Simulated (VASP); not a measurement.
# BaOsF3 (Pm-3m) in VASP: notebook

One crystal, BaOsF3, is run at these levels: r2SCAN; tasks: single point.

Program: VASP 6.6.1. These are calculated values, not measurements. Logs are shortened: lines on timing, memory, paths and dates and some standing lists are left out, and cuts for length are marked.

## 1. Starting point

It takes space group Pm-3m (No. 221, cubic). Conventional cell: a = 4.075 Å, b = 4.075 Å, c = 4.075 Å, α = 90.00°, β = 90.00°, γ = 90.00°. Os (site symmetry m-3m) has 6 F at 2.04 Å as nearest neighbours. Ba (site symmetry m-3m) is surrounded by 12 F at 2.88 Å. F (site symmetry 4/mmm) is surrounded by 2 Os at 2.04 Å.

The cell was built by a generator and needn't be a form met in nature.

## 2. Single point, r2SCAN

Input file POSCAR:

```
BaOsF3
1.0
    4.0750628200      0.0000000000      0.0000000000
    0.0000000000      4.0750628200      0.0000000000
    0.0000000000      0.0000000000      4.0750628200
Os Ba F
1 1 3
Direct
    0.0000000000      0.0000000000      0.0000000000
    0.5000000000      0.5000000000      0.5000000000
    0.5000000000      0.0000000000      0.0000000000
    0.0000000000      0.5000000000      0.0000000000
    0.0000000000      0.0000000000      0.5000000000
```

Input file INCAR.step1:

```
ALGO = Normal
EDIFF = 1E-4
ENCUT = 520
GGA = PE
ISMEAR = 0
LASPH = True
LCHARG = False
LREAL = False
LWAVE = True
NBANDS = 28
NELM = 100
PREC = Accurate
SIGMA = 0.0264
```

Input file INCAR.step2:

```
ALGO = Normal
EDIFF = 1E-6
ENCUT = 520
ISIF = 2
ISMEAR = 0
ISTART = 1
LASPH = True
LCHARG = True
LELF = True
LMIXTAU = True
LREAL = False
LVHAR = True
LWAVE = False
METAGGA = R2SCAN
NBANDS = 28
NELM = 100
PREC = Accurate
SIGMA = 0.0264
```

Input file KPOINTS:

```
k-points
0
Gamma
  5 5 5
```

Potentials or basis: VASP PAW PBE potentials, release 64 (Os, Ba_sv, F).

Launch:

```bash
> cat potpaw_PBE.64/Os/POTCAR potpaw_PBE.64/Ba_sv/POTCAR potpaw_PBE.64/F/POTCAR > POTCAR
> cp INCAR.step1 INCAR
> mpirun -np 1 vasp_std > vasp.out
> cp INCAR.step2 INCAR
> mpirun -np 1 vasp_std > vasp.out
```

OUTCAR:

```text
EDIFF = 1E-6
   ENCUT = 520
   ISIF = 2
   ISMEAR = 0
   ISTART = 1
   LASPH = True
   LREAL = False
   METAGGA = R2SCAN
   NELM = 100
   PREC = Accurate

 ion  position               nearest neighbor table
   1  0.000  0.000  0.000-   3 2.04   4 2.04   5 2.04   5 2.04   4 2.04   3 2.04   2 3.53   2 3.53
                             2 3.53   2 3.53   2 3.53   2 3.53   2 3.53   2 3.53
   2  0.500  0.500  0.500-   3 2.88   4 2.88   5 2.88   3 2.88   4 2.88   3 2.88   5 2.88   3 2.88
                             4 2.88   5 2.88   4 2.88   5 2.88   1 3.53   1 3.53   1 3.53   1 3.53
   3  0.500  0.000  0.000-   1 2.04   1 2.04   2 2.88   2 2.88   2 2.88   2 2.88
   4  0.000  0.500  0.000-   1 2.04   1 2.04   2 2.88   2 2.88   2 2.88   2 2.88
   5  0.000  0.000  0.500-   1 2.04   1 2.04   2 2.88   2 2.88   2 2.88   2 2.88

  LATTYP: Found a simple cubic cell.
 ALAT       =     4.0750628200

  Lattice vectors:

 A1 = (   4.0750628200,   0.0000000000,   0.0000000000)
 A2 = (   0.0000000000,   4.0750628200,   0.0000000000)
 A3 = (   0.0000000000,   0.0000000000,   4.0750628200)

Analysis of symmetry for initial positions (statically):
=====================================================================
 Subroutine PRICEL returns:
 Original cell was already a primitive cell.

 Routine SETGRP: Setting up the symmetry group for a
 simple cubic supercell.

 Subroutine GETGRP returns: Found 48 space group operations
 (whereof 48 operations were pure point group operations)
 out of a pool of 48 trial point group operations.

The static configuration has the point symmetry O_h .

Analysis of symmetry for dynamics (positions and initial velocities):
=====================================================================
 Subroutine PRICEL returns:
 Original cell was already a primitive cell.

 Routine SETGRP: Setting up the symmetry group for a
 simple cubic supercell.

 Subroutine GETGRP returns: Found 48 space group operations
 (whereof 48 operations were pure point group operations)
 out of a pool of 48 trial point group operations.

The dynamic configuration has the point symmetry O_h .

 Subroutine INISYM returns: Found 48 space group operations
 (whereof 48 operations are pure point group operations),
 and found     1 'primitive' translations

----------------------------------------------------------------------------------------

                                     Primitive cell

  volume of cell :      67.6711

  direct lattice vectors                    reciprocal lattice vectors
     4.075062820  0.000000000  0.000000000     0.245394990  0.000000000  0.000000000
     0.000000000  4.075062820  0.000000000     0.000000000  0.245394990  0.000000000
     0.000000000  0.000000000  4.075062820     0.000000000  0.000000000  0.245394990

  length of vectors
     4.075062820  4.075062820  4.075062820     0.245394990  0.245394990  0.245394990

  position of ions in fractional coordinates (direct lattice)
     0.000000000  0.000000000  0.000000000
     0.500000000  0.500000000  0.500000000
     0.500000000  0.000000000  0.000000000
     0.000000000  0.500000000  0.000000000
     0.000000000  0.000000000  0.500000000

  ion indices of the primitive-cell ions
   primitive index   ion index
                 1           1
                 2           2
                 3           3
                 4           4
                 5           5

----------------------------------------------------------------------------------------

 KPOINTS: k-points

Automatic generation of k-mesh.
 Grid dimensions read from file:
 generate k-points for:    5    5    5

 Generating k-lattice:

  Cartesian coordinates                     Fractional coordinates (reciprocal lattice)
     0.049078998  0.000000000  0.000000000     0.200000000  0.000000000  0.000000000
     0.000000000  0.049078998  0.000000000     0.000000000  0.200000000  0.000000000
     0.000000000  0.000000000  0.049078998     0.000000000  0.000000000  0.200000000

  Length of vectors
     0.049078998  0.049078998  0.049078998

  Shift w.r.t. Gamma in fractional coordinates (k-lattice)
     0.000000000  0.000000000  0.000000000

 Subroutine IBZKPT returns following result:
 ===========================================

 Found     10 irreducible k-points:

 Following reciprocal coordinates:
            Coordinates               Weight
  0.000000  0.000000  0.000000      1.000000
  0.200000  0.000000  0.000000      6.000000
  0.400000  0.000000  0.000000      6.000000
  0.200000  0.200000  0.000000     12.000000
  0.400000  0.200000  0.000000     24.000000
  0.400000  0.400000  0.000000     12.000000
  0.200000  0.200000  0.200000      8.000000
  0.400000  0.200000  0.200000     24.000000
  0.400000  0.400000  0.200000     24.000000
  0.400000  0.400000  0.400000      8.000000
   k-points           NKPTS =     10   k-points in BZ     NKDIM =     10   number of bands    NBANDS=     28
[... 76 lines left out ...]
      1     -23.8405      2.00000
      2     -21.8167      2.00000
      3     -21.7948      2.00000
      4     -21.7948      2.00000
      5      -8.3645      2.00000
      6      -8.3645      2.00000
[... 20 lines left out ...]
     27      11.5077      0.00000
     28      14.9346      0.00000

 k-point     2 :       0.2000    0.0000    0.0000
  band No.  band energies     occupation
      1     -23.7548      2.00000
      2     -21.9074      2.00000
      3     -21.7917      2.00000
      4     -21.7080      2.00000
      5      -8.3741      2.00000
      6      -8.3136      2.00000
[... 20 lines left out ...]
     27      11.3582      0.00000
     28      14.4047      0.00000

 k-point     3 :       0.4000    0.0000    0.0000
  band No.  band energies     occupation
      1     -23.5941      2.00000
      2     -22.0877      2.00000
      3     -21.7870      2.00000
      4     -21.5512      2.00000
      5      -8.3865      2.00000
      6      -8.2272      2.00000
[... 20 lines left out ...]
     27      11.5827      0.00000
     28      13.9026      0.00000

 k-point     4 :       0.2000    0.2000    0.0000
  band No.  band energies     occupation
      1     -23.6803      2.00000
      2     -21.9113      2.00000
      3     -21.7479      2.00000
      4     -21.7306      2.00000
      5      -8.4555      2.00000
      6      -8.2846      2.00000
[... 20 lines left out ...]
     27      11.6567      0.00000
     28      14.6858      0.00000

 k-point     5 :       0.4000    0.2000    0.0000
  band No.  band energies     occupation
      1     -23.5441      2.00000
      2     -22.0218      2.00000
      3     -21.7554      2.00000
      4     -21.5943      2.00000
      5      -8.4835      2.00000
      6      -8.3438      2.00000
[... 20 lines left out ...]
     27      12.0464      0.00000
     28      14.2885      0.00000

 k-point     6 :       0.4000    0.4000    0.0000
  band No.  band energies     occupation
      1     -23.4570      2.00000
      2     -21.9554      2.00000
      3     -21.6707      2.00000
      4     -21.6579      2.00000
      5      -8.6064      2.00000
      6      -8.5460      2.00000
[... 20 lines left out ...]
     27      12.7601      0.00000
     28      14.9694      0.00000

 k-point     7 :       0.2000    0.2000    0.2000
  band No.  band energies     occupation
      1     -23.6167      2.00000
      2     -21.8658      2.00000
      3     -21.7438      2.00000
      4     -21.7438      2.00000
      5      -8.4719      2.00000
      6      -8.4719      2.00000
[... 20 lines left out ...]
     27      11.3314      0.00000
     28      14.6311      0.00000

 k-point     8 :       0.4000    0.2000    0.2000
  band No.  band energies     occupation
      1     -23.5030      2.00000
      2     -21.9410      2.00000
      3     -21.7367      2.00000
      4     -21.6212      2.00000
      5      -8.5720      2.00000
      6      -8.5002      2.00000
[... 20 lines left out ...]
     27      12.7731      0.00000
     28      14.7764      0.00000

 k-point     9 :       0.4000    0.4000    0.2000
  band No.  band energies     occupation
      1     -23.4328      2.00000
      2     -21.8556      2.00000
      3     -21.6639      2.00000
      4     -21.6601      2.00000
      5      -8.7222      2.00000
      6      -8.6887      2.00000
[... 20 lines left out ...]
     27      13.9475      0.00000
     28      14.9541      0.00000

 k-point    10 :       0.4000    0.4000    0.4000
  band No.  band energies     occupation
      1     -23.3928      2.00000
      2     -21.7000      2.00000
      3     -21.6529      2.00000
      4     -21.6529      2.00000
      5      -8.8988      2.00000
      6      -8.8988      2.00000
[... 20 lines left out ...]
     27      14.3796      0.00000
     28      14.7282      0.00000

------------------------ aborting loop because EDIFF is reached ----------------------------------------

  FORCE on cell =-STRESS in cart. coord.  units (eV):
  Direction    XX          YY          ZZ          XY          YZ          ZX
  --------------------------------------------------------------------------------------
  -------------------------------------------------------------------------------------
  Total       12.8334501     12.8334501     12.8334501      0.0000000     -0.0000000      0.0000000
  in kB      303.8442933    303.8442933    303.8442933      0.0000000     -0.0000000      0.0000000
  external PRESSURE =     303.8442933 kB  Pullay stress =       0.0000000 kB

 VOLUME and BASIS-vectors are now :
 -----------------------------------------------------------------------------
  energy-cutoff  :      520.00
  volume of cell :       67.67
      direct lattice vectors                 reciprocal lattice vectors
     4.075062820  0.000000000  0.000000000     0.245394990  0.000000000  0.000000000
     0.000000000  4.075062820  0.000000000     0.000000000  0.245394990  0.000000000
     0.000000000  0.000000000  4.075062820     0.000000000  0.000000000  0.245394990

 POSITION                                       TOTAL-FORCE (eV/Angst)
 -----------------------------------------------------------------------------------
      0.00000      0.00000      0.00000         0.000000      0.000000      0.000000
      2.03753      2.03753      2.03753         0.000000      0.000000      0.000000
      2.03753      0.00000      0.00000         0.000000      0.000000      0.000000
      0.00000      2.03753      0.00000         0.000000      0.000000      0.000000
      0.00000      0.00000      2.03753         0.000000      0.000000      0.000000
 -----------------------------------------------------------------------------------
    total drift:                                0.000000     -0.000000      0.000000

  FREE ENERGIE OF THE ION-ELECTRON SYSTEM (eV)
  ---------------------------------------------------
  free  energy   TOTEN  =       -95.4380139191 eV

  energy  without entropy=      -95.4351580552  energy(sigma->0) =      -95.43658599
```

It took 61 s on 1 thread of Intel Xeon Platinum 8259CL at 2.50GHz (Skylake/Cascade Lake), shared host; peak memory 0.18 GiB.

What came out:

```
Free energy            : -95.4380 eV
Pressure               : 30.4 GPa
Band gap on the k mesh : none (metal or under the smearing width)
```

Caveat: a pressure of tens of GPa on the cell as given is suspect, and the run, the potentials or the cell itself is likely at fault; the PAW data sets were made with another functional, which shifts forces and pressure a little; an odd number of electrons without spin polarisation forces a metal; a magnetic or distorted state may lie lower. Spin-orbit coupling is left out, which matters for the levels of Ba, Os.

## 3. Single point, r2SCAN, collinear spin, typed start

POSCAR is that of step 2.

Input file INCAR.step1:

```
PREC = Accurate
ENCUT = 520
ISMEAR = 0
SIGMA = 0.0264
LREAL = F
LASPH = T
NELM = 150
ISPIN = 2
MAGMOM = 0.2 0.2 0.2 0.2 0.2
LMAXMIX = 4
NBANDS = 32
GGA = PE
ALGO = Normal
EDIFF = 1E-4
LWAVE = T
LCHARG = F
```

Input file INCAR.step2:

```
PREC = Accurate
ENCUT = 520
EDIFF = 1E-7
ISMEAR = 0
SIGMA = 0.0264
LREAL = F
LASPH = T
NELM = 150
ALGO = Normal
ISIF = 2
LWAVE = F
LCHARG = F
ISPIN = 2
MAGMOM = 0.2 0.2 0.2 0.2 0.2
LORBIT = 11
LMAXMIX = 4
METAGGA = R2SCAN
LMIXTAU = T
NBANDS = 32
ISTART = 1
```

Input file KPOINTS:

```
regular mesh
0
Gamma
  5 5 5
```

Potentials or basis: VASP PAW PBE potentials, release 64 (Os, Ba_sv, F).

Launch:

```bash
> cat potpaw_PBE.64/Os/POTCAR potpaw_PBE.64/Ba_sv/POTCAR potpaw_PBE.64/F/POTCAR > POTCAR
> cp INCAR.step1 INCAR
> mpirun -np 1 vasp_std > vasp.out
> cp INCAR.step2 INCAR
> mpirun -np 1 vasp_std > vasp.out
```

Run time: 2.3 min. Hardware: 1 thread of Intel Xeon Platinum 8259CL at 2.50GHz (Skylake/Cascade Lake), shared host; peak memory 0.22 GiB.

Results (log left out):

```
Free energy                                           : -95.4493 eV
Pressure                                              : 30.4 GPa
Band gap on the k mesh                                : none (metal or under the smearing width)
Net moment                                            : 0.20 μB per cell
Site moments                                          : Os +0.23; Ba -0.02; F -0.00 μB
Valence electrons inside the program's atomic spheres : Os 7.38; Ba 7.97; F 6.16
```

Levels at points of the mesh, in eV from the Fermi level:
Spin up:
```csv
k point,band 17,band 18,band 19,band 20,band 21,band 22,band 23,band 24
"(0.00, 0.00, 0.00)",-3.33,-3.33,-3.33,-0.95,-0.95,-0.74,0.15,0.15
```
Spin down:
```csv
k point,band 17,band 18,band 19,band 20,band 21,band 22
"(0.00, 0.00, 0.00)",-3.25,-3.25,-3.25,-0.86,-0.86,-0.72
```

Caveat: a pressure of tens of GPa on the cell as given is suspect, and the run, the potentials or the cell itself is likely at fault; the PAW data sets were made with another functional, which shifts forces and pressure a little. The run has no spin-orbit coupling, so splittings on Ba, Os are missing.

## 4. Single point, r2SCAN

POSCAR is that of step 3.

Input file INCAR.step1:

```
SYSTEM = BaOsF3
PREC = Accurate
ENCUT = 520
ISMEAR = 0
SIGMA = 0.0264
LREAL = .FALSE.
LASPH = .TRUE.
NELM = 100
NBANDS = 28
GGA = PE
ALGO = Normal
EDIFF = 1E-4
LWAVE = .TRUE.
LCHARG = .FALSE.
```

Input file INCAR.step2:

```
SYSTEM = BaOsF3
PREC = Accurate
ENCUT = 520
EDIFF = 1E-6
ISMEAR = 0
SIGMA = 0.0264
LREAL = .FALSE.
LASPH = .TRUE.
NELM = 100
ALGO = Normal
ISIF = 2
LWAVE = .FALSE.
LCHARG = .TRUE.
METAGGA = R2SCAN
LMIXTAU = .TRUE.
LELF = .TRUE.
LVHAR = .TRUE.
NBANDS = 28
ISTART = 1
```

Input file KPOINTS:

```
Automatic mesh
0
G
  5 5 5
  0 0 0
```

Launch:

```bash
> cat potpaw_PBE.64/Os/POTCAR potpaw_PBE.64/Ba_sv/POTCAR potpaw_PBE.64/F/POTCAR > POTCAR
> cp INCAR.step1 INCAR
> mpirun -np 1 vasp_std > vasp.out
> cp INCAR.step2 INCAR
> mpirun -np 1 vasp_std > vasp.out
```

Wall time 60 s (1 thread of Intel Xeon Platinum 8259CL at 2.50GHz (Skylake/Cascade Lake), shared host); peak memory 0.18 GiB.

The run converged. Its results:

| Quantity | Value |
| --- | --- |
| Free energy | -95.4380 eV |
| Pressure | 30.4 GPa |
| Band gap on the k mesh | none (metal or under the smearing width) |

Levels at points of the mesh, in eV from the Fermi level:
| k point | band 16 | band 17 | band 18 | band 19 | band 20 | band 21 | band 22 | band 23 |
| --- | --- | --- | --- | --- | --- | --- | --- | --- |
| (0.00, 0.00, 0.00) | -9.05 | -3.29 | -3.29 | -3.29 | -0.90 | -0.90 | -0.73 | 0.26 |

Caveat: a pressure of tens of GPa on the cell as given is suspect, and the run, the potentials or the cell itself is likely at fault; the PAW data sets were made with another functional, which shifts forces and pressure a little; an odd number of electrons without spin polarisation forces a metal; a magnetic or distorted state may lie lower. The run has no spin-orbit coupling, so splittings on Ba, Os are missing.

## 5. Single point, r2SCAN

POSCAR is that of step 4.

Input file INCAR.step1:

```
  PREC = Accurate
  ENCUT = 520
  ISMEAR = 0
  SIGMA = 0.0264
  LREAL = F
  LASPH = T
  NELM = 100
  NBANDS = 28
  GGA = PE
  ALGO = Normal
  EDIFF = 1E-4
  LWAVE = T
  LCHARG = F
```

Input file INCAR.step2:

```
  PREC = Accurate
  ENCUT = 520
  EDIFF = 1E-7
  ISMEAR = 0
  SIGMA = 0.0264
  LREAL = F
  LASPH = T
  NELM = 100
  ALGO = Normal
  ISIF = 2
  LWAVE = F
  LCHARG = F
  METAGGA = R2SCAN
  LMIXTAU = T
  NBANDS = 28
  ISTART = 1
```

Input file KPOINTS:

```
Automatic mesh
0
Gamma
  5 5 5
```

Launch:

```bash
> cat potpaw_PBE.64/Os/POTCAR potpaw_PBE.64/Ba_sv/POTCAR potpaw_PBE.64/F/POTCAR > POTCAR
> cp INCAR.step1 INCAR
> mpirun -np 1 vasp_std > vasp.out
> cp INCAR.step2 INCAR
> mpirun -np 1 vasp_std > vasp.out
```

It took 71 s on 1 thread of Intel Xeon Platinum 8259CL at 2.50GHz (Skylake/Cascade Lake), shared host; peak memory 0.18 GiB.

Results (log left out):

* Free energy: -95.4380 eV
* Pressure: 30.4 GPa
* Band gap on the k mesh: none (metal or under the smearing width)

Levels at points of the mesh, in eV from the Fermi level:
```csv
k point,band 17,band 18,band 19,band 20,band 21,band 22
"(0.00, 0.00, 0.00)",-3.29,-3.29,-3.29,-0.90,-0.90,-0.73
```

Caveat: a pressure of tens of GPa on the cell as given is suspect, and the run, the potentials or the cell itself is likely at fault; the PAW data sets were made with another functional, which shifts forces and pressure a little; an odd number of electrons without spin polarisation forces a metal; a magnetic or distorted state may lie lower. Spin-orbit coupling is left out, which matters for the levels of Ba, Os.
